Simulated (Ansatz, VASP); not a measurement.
**CsTcF3: VASP beside Ansatz**

One calculation is typed for both programs; each brings its own data sets. How far apart do they land? The cell is generated by rule, not measured, and may not be a known phase. The two relaxations start from unlike cells of this crystal (the structure described is Ansatz's start), so only their ends are compared.

Method: plane waves, with VASP 6.6.1 beside it; relaxation of cell and atoms at PBE, in Ansatz 0.2.0.

The structure was built from a prototype and need not be the compound's stable phase.

## Step 1: Set-up

It takes space group Pm-3m (No. 221, cubic). Conventional cell: a = 4.415 Å, b = 4.415 Å, c = 4.415 Å, α = 90.00°, β = 90.00°, γ = 90.00°. Cs has 12 F at 3.12 Å nearest. Nearest to Tc lie 6 F at 2.21 Å. F has 2 Tc at 2.21 Å and 4 Cs at 3.12 Å nearest. Farther neighbours and most contacts between anions are not listed.

## Step 2: VASP: relaxation of cell and atoms, PBE

The relaxed volume is the usual yardstick between codes: in a stiff, nearly cubic crystal its relative difference is about their pressure difference at one cell divided by the bulk modulus.

Lines of VASP's logs that name or quote its potential files are left out, and so is its time.

File INCAR:

```
SYSTEM = CsTcF3
PREC = Accurate
ENCUT = 600
EDIFF = 1E-07
NELM = 120
ISMEAR = -1
SIGMA = 0.02
LREAL = .FALSE.
ALGO = Normal
GGA = PE
NBANDS = 27
LASPH = .TRUE.
LORBIT = 11
LWAVE = .FALSE.
LCHARG = .FALSE.
ISIF = 3
IBRION = 2
NSW = 80
EDIFFG = -0.005
GGA_COMPAT = .FALSE.
NELMIN = 4
KPAR = 2
```

File POSCAR:

```
CsTcF3
1.0
    4.3349676889      0.0000000000      0.0000000000
    0.0000000000      4.3349676889      0.0000000000
    0.0000000000      0.0000000000      4.3349676889
Cs Tc F
1 1 3
Direct
    0.0000000000      0.0000000000      0.0000000000
    0.5000000000      0.5000000000      0.5000000000
    0.5000000000      0.5000000000      0.0000000000
    0.5000000000      0.0000000000      0.5000000000
    0.0000000000      0.5000000000      0.5000000000
```

File KPOINTS:

```
Automatic mesh
0
Gamma
6 6 6
0 0 0
```

Potentials, in the order of the species: Cs_sv, Tc_pv and F (PBE family, release 64).

Command:

```console
$ mpirun -np 2 vasp_std
```

Numbers of over 12 decimals in the logs are rounded to 6 here.

Log:

```text
[banner, memory and clock lines left out]
running    2 mpi-ranks, on    1 nodes
 distrk:  each k-point on    1 cores,    2 groups
 distr:  one band on    1 cores,    1 groups

 POSCAR found type information on POSCAR CsTcF
 POSCAR found :  3 types and       5 ions
 LDA part: xc-table for (Slater+PW92), standard interpolation
 POSCAR, INCAR and KPOINTS ok, starting setup
 FFT: planning ... GRIDC
 FFT: planning ... GRID_SOFT
 FFT: planning ... GRID
 WAVECAR not read
 entering main loop
       N       E                     dE             d eps       ncg     rms          rms(c)
DAV:   1     0.429299923370E+03    0.42930E+03   -0.26676E+04  1080   0.170E+03
DAV:   2    -0.535826765192E+01   -0.43466E+03   -0.42782E+03  1311   0.404E+02
DAV:   3    -0.271468895610E+02   -0.21789E+02   -0.21580E+02  1182   0.975E+01
DAV:   4    -0.274256014290E+02   -0.27871E+00   -0.27757E+00  1364   0.113E+01
DAV:   5    -0.274275569416E+02   -0.19555E-02   -0.19551E-02  1240   0.917E-01    0.142E+01
DAV:   6    -0.250040984666E+02    0.24235E+01   -0.12361E+01  1130   0.282E+01    0.602E+00
DAV:   7    -0.250020554934E+02    0.20430E-02   -0.98452E-01  1113   0.703E+00    0.447E+00
DAV:   8    -0.250183759765E+02   -0.16320E-01   -0.12766E-01  1153   0.298E+00    0.582E-01
DAV:   9    -0.250141805574E+02    0.41954E-02   -0.23324E-02  1184   0.106E+00    0.166E-01
DAV:  10    -0.250144510158E+02   -0.27046E-03   -0.27501E-03  1128   0.356E-01    0.928E-02
DAV:  11    -0.250145308529E+02   -0.79837E-04   -0.21987E-04  1128   0.116E-01    0.239E-02
DAV:  12    -0.250145503016E+02   -0.19449E-04   -0.38964E-05  1277   0.495E-02    0.819E-03
DAV:  13    -0.250145512659E+02   -0.96430E-06   -0.59904E-06  1163   0.173E-02    0.284E-03
DAV:  14    -0.250145511215E+02    0.14437E-06   -0.62983E-07  1138   0.430E-03    0.946E-04
DAV:  15    -0.250145512425E+02   -0.12097E-06   -0.39588E-08   642   0.125E-03    0.351E-04
DAV:  16    -0.250145512714E+02   -0.28946E-07   -0.21067E-08   597   0.932E-04
   1 F= -.25014551E+02 E0= -.25010743E+02  d E =-.250146E+02
 curvature:   0.00 expect dE= 0.000E+00 dE for cont linesearch  0.000E+00
 trial: gam= 0.00000 g(F)=  0.000E+00 g(S)=  0.186E-04 ort = 0.000E+00 (trialstep = 0.100E+01)
 search vector abs. value=  0.186E-04
 bond charge predicted
       N       E                     dE             d eps       ncg     rms          rms(c)
DAV:   1    -0.250148009579E+02   -0.24972E-03   -0.58508E-03  1136   0.611E-01    0.122E-01
DAV:   2    -0.250145786184E+02    0.22234E-03   -0.77000E-04  1119   0.202E-01    0.269E-02
DAV:   3    -0.250145629264E+02    0.15692E-04   -0.66805E-05  1131   0.603E-02    0.107E-02
DAV:   4    -0.250145615690E+02    0.13575E-05   -0.38987E-06  1184   0.121E-02    0.596E-03
DAV:   5    -0.250145601812E+02    0.13878E-05   -0.17004E-06  1261   0.894E-03    0.127E-03
DAV:   6    -0.250145598699E+02    0.31134E-06   -0.14877E-07   975   0.230E-03    0.600E-04
DAV:   7    -0.250145597056E+02    0.16427E-06   -0.89656E-09   582   0.601E-04    0.806E-05
DAV:   8    -0.250145597309E+02   -0.25303E-07   -0.13195E-09   576   0.229E-04
   2 F= -.25014560E+02 E0= -.25010750E+02  d E =-.845949E-05
 trial-energy change:   -0.000008  1 .order   -0.000008   -0.000019    0.000002
 step:   0.9110(harm=  0.9110)  dis= 0.00000  next Energy=   -25.014560 (dE=-0.846E-05)
 reached required accuracy - stopping structural energy minimisation
```

Parts of OUTCAR (step 2):

```text
ion  position               nearest neighbor table
   1  0.000  0.000  0.000-
   2  0.500  0.500  0.500-   3 2.17   4 2.17   5 2.17   3 2.17   4 2.17   5 2.17
   3  0.500  0.500  0.000-   2 2.17   2 2.17
   4  0.500  0.000  0.500-   2 2.17   2 2.17
   5  0.000  0.500  0.500-   2 2.17   2 2.17

  LATTYP: Found a simple cubic cell.
 ALAT       =     4.3349676889

 Subroutine GETGRP returns: Found 48 space group operations
 (whereof 48 operations were pure point group operations)

The static configuration has the point symmetry O_h .

 Found     20 irreducible k-points:

   k-points           NKPTS =     20   k-points in BZ     NKDIM =     20   number of bands    NBANDS=     27

   dimension x,y,z NGX =    36 NGY =   36 NGZ =   36
   dimension x,y,z NGXF=    72 NGYF=   72 NGZF=   72

   ENCUT  =  600.0 eV  44.10 Ry    6.64 a.u.   8.66  8.66  8.66*2*pi/ulx,y,z

   NELECT =      43.0000    total number of electrons

 k-points in reciprocal lattice and weights: Automatic mesh
   0.00000000  0.00000000  0.00000000       0.005
   0.16666667  0.00000000  0.00000000       0.028
   0.33333333  0.00000000  0.00000000       0.028
   0.50000000  0.00000000  0.00000000       0.014
   0.16666667  0.16666667  0.00000000       0.056
   0.33333333  0.16666667  0.00000000       0.111
   0.50000000  0.16666667  0.00000000       0.056
   0.33333333  0.33333333  0.00000000       0.056
   0.50000000  0.33333333  0.00000000       0.056
[...]
0.50000000  0.50000000  0.33333333       0.028
   0.50000000  0.50000000  0.50000000       0.005

 average (electrostatic) potential at core
       1 -46.5986       2 -75.3540       3 -76.5099       4 -76.5099       5 -76.5099

 E-fermi :   4.7205

 k-point     1 :       0.0000    0.0000    0.0000
  band No.  band energies     occupation
    ...
     18      -0.6052      2.00000
     19      -0.6052      2.00000
     20       3.6226      2.00000
     21       3.6229      2.00000
     22       3.6229      2.00000
     23       4.9158      0.00011
     24       4.9163      0.00011
     25       6.7250      0.00000
     26       8.6260      0.00000
     27       8.6261      0.00000

 k-point     2 :       0.1667    0.0000    0.0000
  band No.  band energies     occupation
    ...
     18      -0.6987      2.00000
     19      -0.6987      2.00000
     20       3.6407      2.00000
     21       3.8367      2.00000
     22       3.8371      2.00000
     23       4.9295      0.00006
     24       5.3426      0.00000
     25       7.2164      0.00000
     26       8.8139      0.00000
     27       9.0783      0.00000

 k-point     3 :       0.3333    0.0000    0.0000
  band No.  band energies     occupation
    ...
     18      -0.9192      2.00000
     19      -0.9192      2.00000
     20       3.6768      2.00000
     21       4.2601      2.00000
     22       4.2604      2.00000
     23       4.9540      0.00002
     24       5.9847      0.00000
     25       8.3480      0.00000
     26       9.2196      0.00000
     27      10.1271      0.00000

  Total       -0.0024751     -0.0024751     -0.0024751      0.0000000      0.0000000     -0.0000000
  in kB       -0.0486431     -0.0486431     -0.0486431      0.0000000      0.0000000     -0.0000000
  external PRESSURE =      -0.0486431 kB  Pullay stress =       0.0000000 kB

  energy-cutoff  :      600.00
  volume of cell :       81.52
      direct lattice vectors                 reciprocal lattice vectors
     4.336026889 -0.000000000  0.000000000     0.230625876  0.000000000 -0.000000000
    -0.000000000  4.336026889 -0.000000000     0.000000000  0.230625876 -0.000000000
     0.000000000  0.000000000  4.336026889    -0.000000000  0.000000000  0.230625876

 POSITION                                       TOTAL-FORCE (eV/Angst)
 -----------------------------------------------------------------------------------
      0.00000      0.00000      0.00000         0.000000      0.000000      0.000000
      2.16801      2.16801      2.16801         0.000000      0.000000      0.000000
      2.16801      2.16801     -0.00000        -0.000000      0.000000      0.000000
      2.16801     -0.00000      2.16801         0.000000      0.000000      0.000000
      0.00000      2.16801      2.16801        -0.000000      0.000000      0.000000
 -----------------------------------------------------------------------------------
    total drift:                                0.000000      0.000000      0.000000

  FREE ENERGIE OF THE ION-ELECTRON SYSTEM (eV)
  ---------------------------------------------------
  free  energy   TOTEN  =       -25.0145597309 eV

  energy  without entropy=      -25.0069405275  energy(sigma->0) =      -25.01075013

 reached required accuracy - stopping structural energy minimisation

 total charge
# of ion       s       p       d       tot
------------------------------------------
    1        1.835   4.727   0.043   6.605
    2        0.186   6.205   5.055  11.446
    3        1.725   4.346   0.000   6.072
    4        1.725   4.346   0.000   6.072
    5        1.725   4.346   0.000   6.072
--------------------------------------------------
tot          7.197  23.972   5.098  36.267

[... 3 further parts left out ...]
```

This run has no spin polarisation. Its electron count is odd, so without a moment it is a metal by construction.

## Step 3: Ansatz: relaxation of cell and atoms, PBE

Ansatz runs on its default PAW (the set named soft_2) files.

Its own start cell and the same functional, mesh and smearing now go to Ansatz, which takes its cutoff from its data sets.

File input.yaml:

```yaml
crystal:
  lattice:
    - [4.4154, 0.0, 0.0]
    - [0.0, 4.4154, 0.0]
    - [0.0, 0.0, 4.4154]
  atoms:
    - { symbol: Cs, position: [0.0, 0.0, 0.0] }
    - { symbol: Tc, position: [0.5, 0.5, 0.5] }
    - { symbol: F, position: [0.5, 0.5, 0.0] }
    - { symbol: F, position: [0.5, 0.0, 0.5] }
    - { symbol: F, position: [0.0, 0.5, 0.5] }
kpoints:
  mp_grid: { grid: [6, 6, 6] }
hamiltonian:
  xc: pbe
scf:
  occupations: { method: fermi_dirac, width: 0.02 }
relax:
  f_tol: 0.01
  max_steps: 80
  cell: {}
output:
  write_density: true
  write_potential: true
  elf: true
  volumetric_format: npy
```

Command:

```console
$ ansatz run input.yaml --threads 4 --pin off --max-ram 9216MiB --backend cpu --events-out ev --progress --plain --runs-dir out
```

Log:

```text
Engine: ansatz 0.2.0, aarch64-unknown-linux-gnu
Pseudopotentials: kind: paw
Pseudopotential: Cs, paw, valence charge 9, recommended cutoff 420 eV (normal), Cs.paw.azcp
Pseudopotential: Tc, paw, valence charge 15, recommended cutoff 500 eV (normal), Tc.paw.azcp
Pseudopotential: F, paw, valence charge 7, recommended cutoff 420 eV (normal), F.paw.azcp
Functional definition: PBE
  parameter kappa = 0.804
  parameter beta = 0.066725
  exchange = pbe_x(kappa = kappa, mu = beta*pi^2/3)
  correlation = pbe_c(beta = beta)
Crystal: 5 atoms, lattice volume = 86.082 Å³
Basis set: ecut = 500 eV, 2109 PW (Γ), exchange–correlation on 72×72×72 points (8 copies of the dense FFT grid, shifted against one another)
Bands: 28, of which v1, the nominal top of the filled ones, is band 23 counted from 1 (22 counted from 0)
Symmetry: 48 space group operations
Space group: Pm-3m (ITA 221), of the structure as read, at distance tolerance 4.4e-5 Å
k-points: 20 of 216
Non-local potential: Cs, projectors of the file, l = 0: 3, l = 1: 2, l = 2: 2, l = 3: 2
Non-local potential: Tc, projectors of the file, l = 0: 3, l = 1: 3, l = 2: 2, l = 3: 2
Non-local potential: F, projectors of the file, l = 0: 2, l = 1: 2, l = 2: 1
PAW form: soft (Blöchl's): semilocal exchange-correlation on the pseudo side does not see the compensation charge
PAW one-centre angular grid: Cs, 194 points (default); XC on 64 Gauss nodes
PAW one-centre angular grid: Tc, 590 points (default); XC on 64 Gauss nodes
PAW one-centre angular grid: F, 110 points (default); XC on 64 Gauss nodes
Initial density: superposition of atomic densities (chi_scale 0.1, normalization cell, long waves kept (reshape's long-wave potential 0.00 eV rms))
Initial wavefunctions: pseudopotential atomic-orbital guess
Functional: x = pbe(κ = 0.804, μ = 0.219515), c = pbe(β = 0.066725)
SCF iter   1: F=—  HF=-13505.560205 eV  |F-HF|=—  |Δ(HF+E_count)|=         —  Δρ=2.92e-1  dr2=8.08e1  ethr=3.10e-3  ⟨swp⟩=6.7  Hψ=2453  notcnv=0
preconditioner: auto → Kerker (q_TF=auto, 2.449 Å⁻¹)  [metal: Δε(μ)=0.007 eV  Ē_g=11.071 eV  σ=0.020 eV  W_gap=0.09  n_scr=18 (ndim 8)  ℏωp=24.3 eV  f_vac=0.000  D(μ)=9.18/eV (n_scr^D=122)]
SCF iter   2: F=—  HF=-13497.378173 eV  |F-HF|=—  |Δ(HF+E_count)|=    8.18e0  Δρ=1.30e-1  dr2=1.77e1  ethr=3.10e-3  ⟨swp⟩=3.0  Hψ=1297  notcnv=0  defer=8
SCF iter   3: F=—  HF=-13494.513106 eV  |F-HF|=—  |Δ(HF+E_count)|=    2.87e0  Δρ=4.38e-2  dr2=2.52e0  ethr=3.10e-3  ⟨swp⟩=3.0  Hψ=1327  notcnv=0  defer=10
SCF iter   4: F=—  HF=-13493.889082 eV  |F-HF|=—  |Δ(HF+E_count)|=   6.24e-1  Δρ=1.10e-2  dr2=1.34e-1  ethr=3.10e-3  ⟨swp⟩=2.0  Hψ=887  notcnv=0  defer=10
SCF iter   5: F=—  HF=-13493.869709 eV  |F-HF|=—  |Δ(HF+E_count)|=   1.94e-2  Δρ=3.54e-3  dr2=1.51e-2  ethr=2.99e-4  ⟨swp⟩=2.8  Hψ=1047  notcnv=0  defer=12
SCF iter   6: F=—  HF=-13493.867586 eV  |F-HF|=—  |Δ(HF+E_count)|=   2.12e-3  Δρ=1.27e-3  dr2=1.38e-3  ethr=3.35e-5  ⟨swp⟩=2.8  Hψ=855  notcnv=0  defer=12
SCF iter   7: F=—  HF=-13493.867402 eV  |F-HF|=—  |Δ(HF+E_count)|=   1.84e-4  Δρ=4.89e-4  dr2=4.88e-4  ethr=3.06e-6  ⟨swp⟩=2.4  Hψ=984  notcnv=0  defer=12
SCF iter   8: F=—  HF=-13493.867260 eV  |F-HF|=—  |Δ(HF+E_count)|=   1.43e-4  Δρ=1.31e-4  dr2=2.32e-5  ethr=1.09e-6  ⟨swp⟩=2.0  Hψ=670  notcnv=0  defer=12
SCF iter   9: F=—  HF=-13493.867064 eV  |F-HF|=—  |Δ(HF+E_count)|=   1.96e-4  Δρ=4.21e-5  dr2=1.99e-6  ethr=5.15e-8  ⟨swp⟩=2.2  Hψ=893  notcnv=0  defer=12
SCF iter  10: F=-13493.867064 eV  HF=-13493.867064 eV  |F-HF|=4.12e-8  |Δ(HF+E_count)|=   6.08e-8  Δρ=7.20e-6  dr2=2.56e-8  ethr=2.22e-10  ⟨swp⟩=6.0  Hψ=3659  notcnv=0
SCF 1 converged in 10 iterations: F = -13493.867064 eV  dr2 = 2.56e-8
  greatest PAW one-centre occupation: 0.988 electrons in one spin orbital (limit 2), on the Tc atom at site 1 (counted from 0), in its partial waves of l = 0
relax step   1: F+E_penalty+E_count = -13493.86706396 eV  Δ(F+E_penalty+E_count) = +0.000e0 eV  max|allowed force component| = 2.219e-29 eV/Å  Δτ_max = 0.0000 Å  P = -3.406 GPa  Ω = 86.082 Å³  (10 SCF iters, dr2 threshold 1.00e-7 eV, accepted)
[...]
relax step   2: F+E_penalty+E_count = -13493.91576518 eV  Δ(F+E_penalty+E_count) = -4.870e-2 eV  max|allowed force component| = 2.096e-29 eV/Å  Δτ_max = 0.0000 Å  P = -0.245 GPa  Ω = 82.006 Å³  energy of the carried Pulay correction = +2.814e-4 eV  (7 SCF iters, dr2 threshold 5.00e-7 eV, accepted)
[...]
relax step   3: F+E_penalty+E_count = -13493.91599097 eV  Δ(F+E_penalty+E_count) = -2.258e-4 eV  max|allowed force component| = 8.230e-30 eV/Å  Δτ_max = 0.0000 Å  P = +0.027 GPa  Ω = 81.707 Å³  energy of the carried Pulay correction = +3.027e-4 eV  (5 SCF iters, dr2 threshold 1.50e-7 eV, accepted)
[...]
relax step   4: F+E_penalty+E_count = -13493.91560752 eV  Δ(F+E_penalty+E_count) = +3.834e-4 eV  max|allowed force component| = 1.446e-29 eV/Å  Δτ_max = 0.0000 Å  P = +0.036 GPa  Ω = 81.707 Å³  stress off target by 3.56e-2 GPa  SCF on the basis re-selected at this cell (its energy is not comparable with the rows above)  (6 SCF iters)
basis re-selected at this cell: Δ(F+E_penalty+E_count) = +3.834e-4 eV, ΔP = +0.008 GPa vs the last step (what re-selecting the basis moved, of the pressure what is left beyond the Pulay correction that the steps carried, after the strain that the cell walked since its last selection, with what the two solves' SCF thresholds leave and, on support functions, any second-order correction that the steps lacked; it is no measure of the basis error at this ecutwfc). The dense FFT grid was sized anew with the basis: this SCF ran on 32×32×32 points, the steps before it on 36×36×36, so part of this shift can come from that change (see relax.cell in the input reference). [rest of the remark cut]
SCF converged after 6 iterations
Free energy (F): -13493.915608 eV
Harris-Foulkes:  -13493.915608 eV  (|F-HF|=1.46e-11)
Internal energy: -13493.907991 eV  (E = F + TS)
E sigma→0 (E₀):  -13493.911799 eV
Entropy (-TS):   -0.007617 eV (-1.523 meV/atom)
Fermi energy:    9.829304 eV
--- Per-component energies (eV) ---
  E_band       = -289.040043
  E_kinetic    = 1387.914901
  E_local      = -4010.147024  (includes V_loc(G=0)·N_el)
  E_nonlocal   = 538.691324
  E_hartree    = 1429.430521
  E_xc         = -651.451613
  E_vxc        = -725.764469  (∫ρ·V_xc dr)
  E_paw        = -8946.725276  (= ΣΔE_a)
  E_vpaw       = -338.598912  (= ΣTr[D̂ρ^β])
  E_aug_tail   = 0.003187  (compensation charges beyond the density's cutoff)
  E_ewald      = -3241.624009
  E_smearing   = -0.007617  (= −TS)
  E_closure    = -0.000000  (closes the sum)
  Σ components = -13493.915608   (vs F -13493.915608, Δ=0.00e0)
--- Forces (eV/Å), atoms counted from 1 ---
  atom   1  Cs     0.00000000     0.00000000     0.00000000
  atom   2  Tc    -0.00000000     0.00000000    -0.00000000
  atom   3  F      0.00000000    -0.00000000     0.00000000
  atom   4  F      0.00000000    -0.00000000     0.00000000
  atom   5  F      0.00000000    -0.00000000    -0.00000000
  max |Σ_I F_I| component: 3.29e-29 eV/Å
--- Stress (GPa, compression-positive) ---
        0.035564       0.000000       0.000000
        0.000000       0.035564       0.000000
        0.000000       0.000000       0.035564
  P = ⅓ Tr σ = 0.0356 GPa (0.356 kbar)
--- Band table (eV; the first three rows and the last of 20) ---
  k-point 0: bands = [... 19 lower, 4.5082, 8.7394, 8.7394, 8.7394, 10.0304, 10.0304, 11.8435, 13.7544, ... 1 higher]
  k-point 1: bands = [... 19 lower, 4.4155, 8.7555, 8.9517, 8.9517, 10.0437, 10.4550, 12.3334, 13.9395, ... 1 higher]
  k-point 2: bands = [... 19 lower, 4.1960, 8.7881, 9.3715, 9.3715, 10.0677, 11.0948, 13.4619, 14.3420, ... 1 higher]
  k-point 19: bands = [... 19 lower, 4.4296, 10.1274, 10.1274, 10.1274, 12.7830, 12.7830, 13.9777, 13.9777, ... 1 higher]
--- Relaxed structure (3 steps of the walk, 3 accepted, 1 SCFs on fresh bases) ---
  F+E_penalty+E_count = -13493.91560752 eV   max|allowed force component| = 1.446e-29 eV/Å   (the final SCF, on the basis selected at the relaxed cell)
  cell:  # Å, volume = 81.7068 Å³
    - [4.339297, 0, 0]
    - [0, 4.339297, 0]
    - [0, 0, 4.339297]
  atoms:
    - { symbol: Cs, position: [0, 0, 0] }
    - { symbol: Tc, position: [0.5, 0.5, 0.5] }
    - { symbol: F, position: [0.5, 0.5, 0] }
    - { symbol: F, position: [0.5, 0, 0.5] }
    - { symbol: F, position: [0, 0.5, 0.5] }
```

In the SCF lines HF is the Harris–Foulkes energy and dr2 the Hartree energy of the density residual, in eV; the loop may stop once dr2 is under the threshold and the program's other checks hold. Hψ counts applications of the Hamiltonian.

## Step 4: Comparison

Known differences besides the potentials themselves: the data sets hold 45 valence electrons in Ansatz (on its default PAW (the set named soft_2) files) and 43 in VASP; the cutoff is 500 eV in Ansatz and 600 eV in VASP; Ansatz adds a Pulay correction to the stress that steers its cell, VASP none. Total energies have different zeros and are not compared.

Both answers:

| quantity | Ansatz | VASP | difference |
| --- | --- | --- | --- |
| volume (Å³) | 81.71 | 81.52 | +0.23 % |
| edge a after relaxation, in the typed setting (Å) | 4.339 | 4.336 | +0.08 % |

## Step 5: Summary of results

| Quantity | Value |
| --- | --- |
| difference in volume (relaxation of cell and atoms, PBE) | 0.23 % |

What this shows: The difference in volume is 0.23 % (relaxation of cell and atoms, PBE), within the 1.2 % picked in this series as the mark of a large difference, as far as the stopping tolerances let one tell. The data sets hold unlike numbers of valence electrons (45 in Ansatz and 43 in VASP), so part of the differences comes from the potentials. Such differences can come from data sets, numerical settings and the points named under the comparisons, not from the functional's error against experiment.

[Lines on the potential files, build, host, timing and source positions are cut from VASP's logs without a mark.]

[Logs are printed without paths, hosts, clocks, repeated set-up lines and the standing remarks that a program may print on its own settings, such as how far it seeks lower states.]

[Hosts, paths, dates, database ids (printed as entryN), source tags and the programs' standing remarks are cut or masked in the printed files.]
